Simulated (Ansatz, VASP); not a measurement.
## W (Tungsten): VASP beside Ansatz

One calculation is typed for both programs; each brings its own data sets. How far apart do they land? The cell is taken from a series of runs on this material, whose earlier steps may have relaxed, scaled, displaced or heated it; both programs get it as it stands.

Main program and level: Ansatz 0.2.0; plane waves, with VASP 6.6.1 beside it; relaxation of cell and atoms at BLYP with D3(BJ).

## 1. The structure

The structure is cubic, space group Im-3m (No. 229). The conventional cell has a = 3.165 Å, b = 3.165 Å, c = 3.165 Å, α = 90.00°, β = 90.00°, γ = 90.00°. W has 8 W at 2.74 Å nearest.

As a file:

```cif
data_structure
_symmetry_space_group_name_H-M 'P 1'
_symmetry_Int_Tables_number 1
_cell_length_a 2.7407
_cell_length_b 2.7407
_cell_length_c 2.7407
_cell_angle_alpha 109.471
_cell_angle_beta 109.471
_cell_angle_gamma 109.471
_cell_volume 15.85
loop_
_atom_site_label
_atom_site_type_symbol
_atom_site_fract_x
_atom_site_fract_y
_atom_site_fract_z
_atom_site_occupancy
W1 W 0.00000 0.00000 0.00000 1
```

## 2. Ansatz: relaxation of cell and atoms, BLYP with D3(BJ)

Ansatz runs on its default PAW (the set named soft_2) files.

The relaxed volume is the usual yardstick between codes: in a stiff, nearly cubic crystal its relative difference is about their pressure difference at one cell divided by the bulk modulus.

input.yaml reads:

```yaml
crystal:
  lattice:
    - [-1.582345, 1.582345, 1.582345]
    - [1.582345, -1.582345, 1.582345]
    - [1.582345, 1.582345, -1.582345]
  atoms:
    - { symbol: W, position: [0.0, 0.0, 0.0] }
kpoints:
  mp_grid: { grid: [16, 16, 16] }
hamiltonian:
  xc: blyp
  dispersion: d3bj
scf:
  occupations: { method: gaussian, width: 0.1 }
output:
  forces: true
  stress: true
  eigenvalues: true
relax:
  adjacent_minimum: "off"
  f_tol: 0.005
  max_steps: 60
  cell: { stress_tol: 0.03 }
```

Run with:

```
> ansatz run input.yaml --threads 4 --pin off --max-ram 8192MiB --backend cpu --events-out ev --progress --plain --runs-dir out
```

Numbers of over 12 decimals in the logs are rounded to 6 here.

The log of the run:

```text
Engine: ansatz 0.2.0, aarch64-unknown-linux-gnu
Pseudopotentials: kind: paw
Pseudopotential: W, paw, valence charge 14, recommended cutoff 420 eV (normal), W.paw.azcp
Functional definition: BLYP
  parameter beta = 0.0042
  parameter a = 0.04918
  parameter b = 0.132
  parameter c = 0.2533
  parameter d = 0.349
  exchange = b88_x(beta = beta)
  correlation = lyp_c(a = a, b = b, c = c, d = d)
Crystal: 1 atoms, lattice volume = 15.848 Å³
Basis set: ecut = 420 eV, 321 PW (Γ), exchange–correlation on 40×40×40 points (8 copies of the dense FFT grid, shifted against one another)
Bands: 11, of which v1, the nominal top of the filled ones, is band 7 counted from 1 (6 counted from 0)
Symmetry: 48 space group operations
Space group: Im-3m (ITA 229), of the structure as read, at distance tolerance 2.5e-5 Å
k-points: 145 of 4096
Non-local potential: W, projectors of the file, l = 0: 3, l = 1: 2, l = 2: 2, l = 3: 1
PAW form: soft (Blöchl's): semilocal exchange-correlation on the pseudo side does not see the compensation charge
PAW frozen core: W, regenerated for the run's functional, and the local potential with it (the file was generated under x = pbe(κ = 0.804, μ = 0.219515), c = pbe(β = 0.066725))
PAW one-centre angular grid: W, 590 points (default); XC on 64 Gauss nodes
Initial density: superposition of atomic densities (neutral atoms: chi_scale 0, normalization atom), corrected by the library's trained network
Initial wavefunctions: pseudopotential atomic-orbital guess
Functional: x = b88, c = lyp
SCF iter   1: F=—  HF=-10410.597072 eV  |F-HF|=—  |Δ(HF+E_count)|=         —  Δρ=1.01e-2  dr2=1.67e-2  ethr=1.77e-3  ⟨swp⟩=5.0  Hψ=8426  notcnv=0
preconditioner: auto → none  [metal: Δε(μ)=0.038 eV  Ē_g=8.959 eV  σ=0.100 eV  W_gap=0.21  n_scr=0 (ndim 8)  ℏωp=22.8 eV  f_vac=0.000  D(μ)=0.55/eV (n_scr^D=0)]
SCF iter   2: F=—  HF=-10410.591199 eV  |F-HF|=—  |Δ(HF+E_count)|=   5.87e-3  Δρ=3.35e-3  dr2=1.07e-3  ethr=1.20e-4  ⟨swp⟩=2.3  Hψ=3232  notcnv=0  defer=1
SCF iter   3: F=—  HF=-10410.591186 eV  |F-HF|=—  |Δ(HF+E_count)|=   1.31e-5  Δρ=9.98e-4  dr2=5.76e-5  ethr=7.66e-6  ⟨swp⟩=2.2  Hψ=2008  notcnv=0  defer=1
SCF iter   4: F=—  HF=-10410.591209 eV  |F-HF|=—  |Δ(HF+E_count)|=   2.39e-5  Δρ=7.04e-5  dr2=2.93e-7  ethr=4.11e-7  ⟨swp⟩=2.4  Hψ=2636  notcnv=0  defer=1
iter 5 did not close the SCF: its close was put off for the readings that it lacked (scf_convergence_deferred on its scf_iter line)
SCF iter   5: F=-10410.591210 eV  HF=-10410.591210 eV  |F-HF|=1.80e-8  |Δ(HF+E_count)|=   1.57e-7  Δρ=1.41e-5  dr2=2.28e-8  ethr=2.09e-9  ⟨swp⟩=2.0  Hψ=2529  notcnv=0  defer=1
SCF iter   6: F=-10410.591210 eV  HF=-10410.591210 eV  |F-HF|=2.46e-10  |Δ(HF+E_count)|=   9.60e-9  Δρ=1.78e-6  dr2=3.58e-10  ethr=1.63e-10  ⟨swp⟩=2.3  Hψ=5679  notcnv=0
SCF 1 converged in 6 iterations: F = -10410.591210 eV  dr2 = 3.58e-10
  greatest PAW one-centre occupation: 1.000 electrons in one spin orbital (limit 2), on the W atom at site 0 (counted from 0), in its partial waves of l = 0
relax step   1: F+E_penalty+E_count = -10410.59120960 eV  Δ(F+E_penalty+E_count) = +0.000e0 eV  max|allowed force component| = 0.000e0 eV/Å  Δτ_max = 0.0000 Å  P = -2.252 GPa  Ω = 15.848 Å³  (6 SCF iters, dr2 threshold 1.00e-7 eV, accepted)
[...]
relax step   2: F+E_penalty+E_count = -10410.58609310 eV  Δ(F+E_penalty+E_count) = +5.117e-3 eV  max|allowed force component| = 0.000e0 eV/Å  Δτ_max = 0.0000 Å  P = +6.488 GPa  Ω = 15.431 Å³  energy of the carried Pulay correction = +1.278e-4 eV  (4 SCF iters, dr2 threshold 1.00e-7 eV, rejected (line search))
[...]
relax step   3: F+E_penalty+E_count = -10410.59204298 eV  Δ(F+E_penalty+E_count) = -8.334e-4 eV  max|allowed force component| = 0.000e0 eV/Å  Δτ_max = 0.0000 Å  P = -0.074 GPa  Ω = 15.738 Å³  energy of the carried Pulay correction = +3.325e-5 eV  (5 SCF iters, accepted)
[...]
relax step   4: F+E_penalty+E_count = -10410.59204496 eV  Δ(F+E_penalty+E_count) = -1.977e-6 eV  max|allowed force component| = 0.000e0 eV/Å  Δτ_max = 0.0000 Å  P = +0.001 GPa  Ω = 15.734 Å³  energy of the carried Pulay correction = +3.438e-5 eV  (2 SCF iters, dr2 threshold 1.38e-8 eV, accepted)
[...]
relax step   5: F+E_penalty+E_count = -10410.59201027 eV  Δ(F+E_penalty+E_count) = +3.469e-5 eV  max|allowed force component| = 0.000e0 eV/Å  Δτ_max = 0.0000 Å  P = +0.001 GPa  Ω = 15.734 Å³  stress off target by 7.19e-4 GPa  SCF on the basis re-selected at this cell (its energy is not comparable with the rows above)  (4 SCF iters)
basis re-selected at this cell: Δ(F+E_penalty+E_count) = +3.469e-5 eV, ΔP = -0.000 GPa vs the last step (what re-selecting the basis moved, of the pressure what is left beyond the Pulay correction that the steps carried, after the strain that the cell walked since its last selection, with what the two solves' SCF thresholds leave and, on support functions, any second-order correction that the steps lacked; it is no measure of the basis error at this ecutwfc). This SCF's stress stands 7.19e-4 GPa from its target on what of the cell is left free (relax.cell.stress_tol is 3.00e-2 GPa) and its largest allowed force component is 0.00e0 eV/Å (relax.f_tol is 5.00e-3 eV/Å): [rest of the remark cut]
SCF converged after 4 iterations
Free energy (F): -10410.592010 eV
Harris-Foulkes:  -10410.592010 eV  (|F-HF|=1.82e-12)
Internal energy: -10410.589237 eV  (E = F + TS)
E sigma→0 (E₀):  -10410.590623 eV
Entropy (-TS):   -0.002774 eV (-2.774 meV/atom)
Fermi energy:    23.337695 eV
--- Per-component energies (eV) ---
  E_band       = -71.563149
  E_kinetic    = 451.762915
  E_local      = -596.347461  (includes V_loc(G=0)·N_el)
  E_nonlocal   = 0.677310
  E_hartree    = 215.728362
  E_xc         = -263.441432
  E_vxc        = -234.372828  (∫ρ·V_xc dr)
  E_paw        = -8590.786814  (= ΣΔE_a)
  E_vpaw       = -124.739758  (= ΣTr[D̂ρ^β])
  E_aug_tail   = -0.000052  (compensation charges beyond the density's cutoff)
  E_ewald      = -1626.654434
  E_disp       = -1.717636  (pairwise vdW)
  E_core_change = 0.190007  (= ΣΔE_core)
  E_smearing   = -0.002774  (= −TS)
  E_closure    = 0.000000  (closes the sum)
  Σ components = -10410.592010   (vs F -10410.592010, Δ=0.00e0)
--- Forces (eV/Å), atoms counted from 1 ---
  atom   1  W     -0.00000000    -0.00000000     0.00000000
  max |Σ_I F_I| component: 5.96e-32 eV/Å
--- Stress (GPa, compression-positive) ---
        0.000719      -0.000000      -0.000000
       -0.000000       0.000719       0.000000
        0.000000       0.000000       0.000719
  P = ⅓ Tr σ = 0.0007 GPa (0.007 kbar)
--- Band table (eV; the first three rows and the last of 145) ---
  k-point 0: bands = [... 3 lower, -14.4041, 13.8302, 22.0048, 22.0048, 22.0048, 25.5456, 25.5456, 38.0661]
  k-point 1: bands = [... 3 lower, -14.4043, 14.0217, 21.8917, 21.9824, 22.1897, 25.3653, 25.5475, 38.2257]
  k-point 2: bands = [... 3 lower, -14.4050, 14.5678, 21.5850, 21.8775, 22.7365, 25.0103, 25.5641, 38.6022]
  k-point 144: bands = [... 3 lower, -15.3297, 17.5045, 17.5045, 28.4261, 28.4261, 28.4261, 31.8181, 31.8181]
--- Relaxed structure (4 steps of the walk, 3 accepted, 1 SCFs on fresh bases) ---
  F+E_penalty+E_count = -10410.59201027 eV   max|allowed force component| = 0.000e0 eV/Å   (the final SCF, on the basis selected at the relaxed cell)
  cell:  # Å, volume = 15.7343 Å³
    - [-1.578565, 1.578565, 1.578565]
    - [1.578565, -1.578565, 1.578565]
    - [1.578565, 1.578565, -1.578565]
  atoms:
    - { symbol: W, position: [0.0, 0.0, 0.0] }
```

In the SCF lines HF is the Harris–Foulkes energy and dr2 the Hartree energy of the density residual, in eV; the loop may stop once dr2 is under the threshold and the program's other checks hold. Hψ counts applications of the Hamiltonian.

## 3. VASP: relaxation of cell and atoms, BLYP with D3(BJ)

The same cell, functional (in two slightly different forms), mesh and smearing now go to VASP, with its own data sets.

Lines of VASP's logs that name or quote its potential files are left out, and so is its time.

INCAR reads:

```
SYSTEM = W
PREC = Accurate
ENCUT = 600
EDIFF = 1E-07
NELM = 120
ISMEAR = 0
SIGMA = 0.1
LREAL = .FALSE.
ALGO = Normal
GGA = B5
ALDAX = 1
AGGAX = 1
AGGAC = 1
ALDAC = 0
IVDW = 12
VDW_S6 = 1
VDW_S8 = 2.6996
VDW_A1 = 0.4298
VDW_A2 = 4.2359
NBANDS = 9
LASPH = .TRUE.
LORBIT = 11
LWAVE = .FALSE.
LCHARG = .FALSE.
ISIF = 3
IBRION = 2
NSW = 80
EDIFFG = -0.005
GGA_COMPAT = .FALSE.
NELMIN = 4
```

POSCAR reads:

```
W
1.0
   -1.5823450000      1.5823450000      1.5823450000
    1.5823450000     -1.5823450000      1.5823450000
    1.5823450000      1.5823450000     -1.5823450000
W
1
Direct
    0.0000000000      0.0000000000      0.0000000000
```

KPOINTS reads:

```
Automatic mesh
0
Gamma
16 16 16
0 0 0
```

PAW data sets: W (PBE family, release 64).

Run with:

```
> mpirun -np 1 vasp_std
```

The log of the run:

```text
[banner, memory and clock lines left out]
running    1 mpi-ranks, on    1 nodes
 distrk:  each k-point on    1 cores,    1 groups
 distr:  one band on    1 cores,    1 groups

 POSCAR found type information on POSCAR W
 POSCAR found :  1 types and       1 ions
|                                                                             |
|               ----> ADVICE to this user running VASP <----                  |
|                                                                             |
|     You enforced a specific xc type in the INCAR file but a different       |
|     [... a line on the potential file left out ...]
|     I HOPE YOU KNOW WHAT YOU ARE DOING!                                     |
|                                                                             |

 LDA part: xc-table for (Slater(with rela. corr.)+VWN5), standard interpolation
 POSCAR, INCAR and KPOINTS ok, starting setup
 FFT: planning ... GRIDC
 FFT: planning ... GRID_SOFT
 FFT: planning ... GRID
 WAVECAR not read
 entering main loop
       N       E                     dE             d eps       ncg     rms          rms(c)
DAV:   1     0.137067768830E+02    0.13707E+02   -0.31517E+03  2610   0.645E+02
DAV:   2    -0.113615251257E+02   -0.25068E+02   -0.24124E+02  3035   0.142E+02
DAV:   3    -0.119066420952E+02   -0.54512E+00   -0.54188E+00  3048   0.169E+01
DAV:   4    -0.119087925147E+02   -0.21504E-02   -0.21502E-02  3048   0.108E+00
DAV:   5    -0.119087979134E+02   -0.53987E-05   -0.53975E-05  3019   0.477E-02    0.216E+01
DAV:   6    -0.114864195140E+02    0.42238E+00   -0.30074E-01  2869   0.387E+00    0.106E+01
DAV:   7    -0.113359895091E+02    0.15043E+00   -0.33277E-01  3047   0.390E+00    0.320E-01
DAV:   8    -0.113350177635E+02    0.97175E-03   -0.20904E-03  2908   0.326E-01    0.966E-02
DAV:   9    -0.113350673917E+02   -0.49628E-04   -0.15007E-04  3070   0.822E-02    0.159E-02
DAV:  10    -0.113350656846E+02    0.17071E-05   -0.47913E-06  2831   0.211E-02    0.413E-03
DAV:  11    -0.113350653754E+02    0.30926E-06   -0.37814E-07  2820   0.399E-03    0.146E-03
DAV:  12    -0.113350653024E+02    0.72964E-07   -0.25585E-08  1515   0.120E-03
   1 F= -.13039622E+02 E0= -.13038253E+02  d E =-.130396E+02
 curvature:   0.00 expect dE= 0.000E+00 dE for cont linesearch  0.000E+00
 trial: gam= 0.00000 g(F)=  0.733E-64 g(S)=  0.113E-01 ort = 0.000E+00 (trialstep = 0.100E+01)
 search vector abs. value=  0.113E-01
 bond charge predicted
       N       E                     dE             d eps       ncg     rms          rms(c)
DAV:   1    -0.112563767788E+02    0.78689E-01   -0.56138E-01  2636   0.546E+00    0.235E+00
DAV:   2    -0.112484629531E+02    0.79138E-02   -0.69944E-03  2976   0.644E-01    0.103E+00
DAV:   3    -0.112457980512E+02    0.26649E-02   -0.61173E-03  3482   0.536E-01    0.480E-02
DAV:   4    -0.112458120649E+02   -0.14014E-04   -0.59956E-05  3042   0.526E-02    0.354E-02
DAV:   5    -0.112458230960E+02   -0.11031E-04   -0.36217E-05  3124   0.357E-02    0.368E-03
DAV:   6    -0.112458220239E+02    0.10721E-05   -0.11052E-06  2818   0.635E-03    0.222E-03
DAV:   7    -0.112458220905E+02   -0.66601E-07   -0.88589E-09  1469   0.930E-04
   2 F= -.13024379E+02 E0= -.13023029E+02  d E =0.152434E-01
 trial-energy change:    0.015243  1 .order    0.015613   -0.011294    0.042520
 step:   0.2169(harm=  0.2099)  dis= 0.00000  next Energy=   -13.040851 (dE=-0.123E-02)
 bond charge predicted
       N       E                     dE             d eps       ncg     rms          rms(c)
DAV:   1    -0.113271057477E+02   -0.81284E-01   -0.33700E-01  2627   0.415E+00    0.184E+00
DAV:   2    -0.113222043065E+02    0.49014E-02   -0.46601E-03  2979   0.537E-01    0.799E-01
DAV:   3    -0.113205850792E+02    0.16192E-02   -0.37825E-03  3419   0.414E-01    0.249E-02
DAV:   4    -0.113205886493E+02   -0.35701E-05   -0.33551E-05  2974   0.392E-02    0.247E-02
DAV:   5    -0.113205938873E+02   -0.52380E-05   -0.24220E-05  3071   0.281E-02    0.272E-03
DAV:   6    -0.113205940373E+02   -0.14999E-06   -0.77062E-07  2786   0.524E-03    0.141E-03
DAV:   7    -0.113205939991E+02    0.38278E-07   -0.36202E-09  1398   0.621E-04
   3 F= -.13040876E+02 E0= -.13039517E+02  d E =-.125446E-02
 curvature:  -0.10 expect dE=-0.126E-06 dE for cont linesearch -0.126E-06
 trial: gam=-0.01019 g(F)=  0.495E-64 g(S)=  0.120E-05 ort = 0.116E-03 (trialstep = 0.843E+00)
 search vector abs. value=  0.227E-09
 reached required accuracy - stopping structural energy minimisation
```

Parts of OUTCAR (step 3):

```text
ion  position               nearest neighbor table
   1  0.000  0.000  0.000-

  LATTYP: Found a body centered cubic cell.
 ALAT       =     3.1646900000

 Subroutine GETGRP returns: Found 48 space group operations
 (whereof 48 operations were pure point group operations)

The static configuration has the point symmetry O_h .

 Found    145 irreducible k-points:

   k-points           NKPTS =    145   k-points in BZ     NKDIM =    145   number of bands    NBANDS=      9

   dimension x,y,z NGX =    24 NGY =   24 NGZ =   24
   dimension x,y,z NGXF=    48 NGYF=   48 NGZF=   48

   ENCUT  =  600.0 eV  44.10 Ry    6.64 a.u.   5.47  5.47  5.47*2*pi/ulx,y,z

   NELECT =       6.0000    total number of electrons

 k-points in reciprocal lattice and weights: Automatic mesh
   0.00000000  0.00000000  0.00000000       0.000
   0.06250000  0.00000000  0.00000000       0.003
   0.12500000  0.00000000  0.00000000       0.003
   0.18750000  0.00000000  0.00000000       0.003
   0.25000000  0.00000000  0.00000000       0.003
   0.31250000  0.00000000  0.00000000       0.003
   0.37500000  0.00000000  0.00000000       0.003
   0.43750000  0.00000000  0.00000000       0.003
   0.50000000  0.00000000  0.00000000       0.001
[...]
0.50000000  0.50000000  0.43750000       0.003
   0.50000000  0.50000000  0.50000000       0.000

 Edisp (eV)   -1.77856

 average (electrostatic) potential at core
       1 -37.4908

 E-fermi :   8.5217

 k-point     1 :       0.0000    0.0000    0.0000
  band No.  band energies     occupation
      1      -0.9767      2.00000
      2       7.1721      2.00000
      3       7.1721      2.00000
      4       7.1721      2.00000
      5      10.7311      0.00000
      6      10.7312      0.00000
      7      23.9612      0.00000
      8      23.9612      0.00000
      9      23.9612      0.00000

 k-point     2 :       0.0625    0.0000    0.0000
  band No.  band energies     occupation
      1      -0.7896      2.00000
      2       7.0589      2.00000
      3       7.1502      2.00000
      4       7.3587      2.00000
      5      10.5529      0.00000
      6      10.7340      0.00000
      7      24.1206      0.00000
      8      24.2848      0.00000
      9      24.4163      0.00000

 k-point     3 :       0.1250    0.0000    0.0000
  band No.  band energies     occupation
      1      -0.2540      2.00000
      2       6.7516      2.00000
      3       7.0467      2.00000
      4       7.9106      2.00000
      5      10.1999      0.00000
      6      10.7527      0.00000
      7      24.4882      0.00000
      8      25.2199      0.00000
      9      25.5125      0.00000

 Edisp (eV)   -1.72028

  Total      -0.00288    -0.00288    -0.00288     0.00000     0.00000    -0.00000
  in kB      -0.29332    -0.29332    -0.29332     0.00000     0.00000    -0.00000
  external pressure =       -0.29 kB  Pullay stress =        0.00 kB

  energy-cutoff  :      600.00
  volume of cell :       15.71
      direct lattice vectors                 reciprocal lattice vectors
    -1.577720171  1.577720171  1.577720171     0.000000000  0.316912979  0.316912979
     1.577720171 -1.577720171  1.577720171     0.316912979  0.000000000  0.316912979
     1.577720171  1.577720171 -1.577720171     0.316912979  0.316912979  0.000000000

 POSITION                                       TOTAL-FORCE (eV/Angst)
 -----------------------------------------------------------------------------------
      0.00000      0.00000      0.00000         0.000000      0.000000      0.000000
 -----------------------------------------------------------------------------------
    total drift:                               -0.000000      0.000000      0.000000

  FREE ENERGIE OF THE ION-ELECTRON SYSTEM (eV)
  ---------------------------------------------------
  free  energy   TOTEN  =       -13.0408764778 eV

  energy  without entropy=      -13.0381571610  energy(sigma->0) =      -13.03951682

 reached required accuracy - stopping structural energy minimisation

 total charge
# of ion       s       p       d       tot
------------------------------------------
    1        0.680   0.700   4.290   5.671

[... 3 further parts left out ...]
```

CONTCAR:

```
W
   1.00000000000000
    -1.5777201706226152    1.5777201706226152    1.5777201706226152
     1.5777201706226152   -1.5777201706226152    1.5777201706226152
     1.5777201706226152    1.5777201706226152   -1.5777201706226152
  W
     1
Direct
     0.0000000000000000    0.0000000000000000    0.0000000000000000
```

Dispersion corrections of this kind ignore metallic screening and tend to overbind metals. The data set W keeps the semicore shell frozen, which is cheaper and a little less accurate.

## 4. Side by side

Known differences besides the potentials themselves: the data sets hold 14 valence electrons in Ansatz (on its default PAW (the set named soft_2) files) and 6 in VASP; the cutoff is 420 eV in Ansatz and 600 eV in VASP; Ansatz makes its cores anew for this functional, VASP keeps those of its PBE data sets; VASP's log shows a relativistic correction to its local exchange, Ansatz's none; Ansatz adds a Pulay correction to the stress that steers its cell, VASP none. Total energies have different zeros and are not compared.

Both answers:

```tsv
quantity	Ansatz	VASP	difference
volume (Å³)	15.73	15.71	+0.16 %
edge a after relaxation, in the typed setting (Å)	2.734	2.733	+0.05 %
```

## 5. Summary of results

```json
{
 "difference in volume (relaxation of cell and atoms, BLYP with D3(BJ))": "0.16 %"
}
```

What this shows: The difference in volume is 0.16 % (relaxation of cell and atoms, BLYP with D3(BJ)), within the 1.2 % picked in this series as the mark of a large difference, as far as the stopping tolerances let one tell. The data sets hold unlike numbers of valence electrons (14 in Ansatz and 6 in VASP), so part of the differences comes from the potentials. How closely two codes agree says nothing of how well the functional describes the real material.

[Lines on the potential files, build, host, timing and source positions are cut from VASP's logs without a mark.]

[Logs are printed without paths, hosts, clocks, repeated set-up lines and the standing remarks that a program may print on its own settings, such as how far it seeks lower states.]

[Hosts, paths, dates, database ids (printed as entryN), source tags and the programs' standing remarks are cut or masked in the printed files.]
